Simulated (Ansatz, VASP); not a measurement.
# SnF3 in VASP and in Ansatz

INCAR

```
SYSTEM = SnF3
  ALGO = Normal
  EDIFF = 1E-6
  ENCUT = 520
  ISIF = 2
  ISMEAR = 0
  LASPH = .TRUE.
  LCHARG = .FALSE.
  LREAL = .FALSE.
  LWAVE = .FALSE.
  NBANDS = 45
  NELM = 60
  PREC = Accurate
  SIGMA = 0.1
```

The input KPOINTS:

```
k-points
0
G
  4 4 4
  0 0 0
```

The input POSCAR:

```
SnF3
1.0
    0.0000000000      4.1605000000      4.1605000000
    4.1605000000      0.0000000000      4.1605000000
    4.1605000000      4.1605000000      0.0000000000
Sn F
2 6
Direct
    0.0000000000      0.0000000000      0.0000000000
    0.5000000000      0.5000000000      0.5000000000
    0.7240000000      0.2760000000      0.2760000000
    0.2760000000      0.7240000000      0.2760000000
    0.2760000000      0.7240000000      0.7240000000
    0.7240000000      0.2760000000      0.7240000000
    0.2760000000      0.2760000000      0.7240000000
    0.7240000000      0.7240000000      0.2760000000
```

Input for Ansatz:

```yaml
crystal:
  lattice:
    - [0.0, 4.1605, 4.1605]
    - [4.1605, 0.0, 4.1605]
    - [4.1605, 4.1605, 0.0]
  atoms:
    - { symbol: Sn, position: [0.0, 0.0, 0.0] }
    - { symbol: Sn, position: [0.5, 0.5, 0.5] }
    - { symbol: F, position: [0.724, 0.276, 0.276] }
    - { symbol: F, position: [0.276, 0.724, 0.276] }
    - { symbol: F, position: [0.276, 0.724, 0.724] }
    - { symbol: F, position: [0.724, 0.276, 0.724] }
    - { symbol: F, position: [0.276, 0.276, 0.724] }
    - { symbol: F, position: [0.724, 0.724, 0.276] }
basis:
  ecutwfc: 420
kpoints:
  mp_grid: { grid: [4, 4, 4] }
hamiltonian:
  xc: lda
scf:
  occupations: { method: gaussian, width: 0.1 }
output:
  forces: true
  stress: true
  eigenvalues: true
```

Alike in both runs: task single point; functional LDA; k mesh 4 × 4 × 4; occupations gaussian, width 0.1 eV; no spin polarisation.

```csv
,VASP,Ansatz
version,VASP 6.6.1,Ansatz 0.2.0
potentials or method,"VASP PAW LDA potentials, release 64 (Sn_d, F)","scalar-relativistic, plane waves, PAW"
plane-wave cutoff (eV),520,420
valence electrons in the cell,70,70
```

Ansatz gave:

```
gap on the k mesh at the Fermi level (eV) : 3.32
least direct gap on the mesh (eV)         : 4.03
pressure (GPa)                            : 13.2
rms of the force components (eV/Å)        : 1.267
```

Task: Which values does VASP return?

Result: gap on the k mesh at the Fermi level (eV): 3.28; least direct gap on the mesh (eV): 3.99; pressure (GPa): 14.0; rms of the force components (eV/Å): 1.377.

Atom by atom the forces differ by 0.110 eV/Å (rms over components).

Caveats: spin-orbit coupling is left out, which moves the levels of the heavy elements; forces of over 1 eV/Å show positions far from the minimum, so gaps and moduli don't describe the material at rest. A k mesh can miss the band edges. A hybrid or GW would open this gap; LDA tends to underestimate it.
